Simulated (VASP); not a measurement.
An input for Ansatz (written as the equivalent of a VASP run, and not itself run):

Ansatz 0.2 input:
```yaml
crystal:
  lattice:
    - [4.0457279, 0.0000000, 0.0000000]
    - [0.0000000, 4.0457279, 0.0000000]
    - [0.0000000, 0.0000000, 4.0457279]
  atoms:
    - { symbol: Tl, position: [0.0000000, 0.0000000, 0.0000000] }
    - { symbol: Br, position: [0.5000000, 0.5000000, 0.5000000] }
kpoints:
  mp_grid: { grid: [6, 6, 6] }
hamiltonian:
  xc: pbe
  pseudopotentials: { kind: paw }
scf:
  occupations: { method: gaussian, width: 0.05 }
  max_iter: 100
relax:
  max_steps: 40
  f_tol: 0.01
  cell: { p_target: 10 }
output: { forces: true, stress: true, eigenvalues: true }
```

Problem. Translate this input to VASP (INCAR, KPOINTS, POSCAR, choice of POTCAR).

Solution. One answer among several that fit: 
### POSCAR
```
TlBr
1.0
  4.0457278653   0.0000000000   0.0000000000
  0.0000000000   4.0457278653   0.0000000000
  0.0000000000   0.0000000000   4.0457278653
Tl Br
1 1
Cartesian
  0.0000000000   0.0000000000   0.0000000000
  2.0228639326   2.0228639326   2.0228639326
```

### KPOINTS
```
Automatic mesh
0
Gamma
6 6 6
0 0 0
```

INCAR:
```
ALGO = Normal
EDIFF = 1E-7
EDIFFG = -0.01
ENCUT = 480
GGA = PE
IBRION = 2
ISIF = 3
ISMEAR = 0
LASPH = .TRUE.
LCHARG = .FALSE.
LMAXMIX = 4
LREAL = .FALSE.
LWAVE = .FALSE.
NELM = 100
NSW = 40
PREC = Accurate
PSTRESS = 100
SIGMA = 0.05
SYSTEM = TlBr
```

POTCAR, in this order: Tl_d Br (PBE.64 set). Program: vasp_std.

Limits of the translation: each code has its own PAW files, so the cut-off isn't converted (ENCUT is set for VASP's; basis.ecutwfc is left out, and Ansatz then takes the one that its files recommend); Ansatz stops its SCF on the density residual and VASP on the energy change (EDIFF).

The compound is TlBr in the CsCl type structure. This run relaxes it under an external pressure of 10 GPa. Symmetry was kept, so distortions that lower it aren't found.
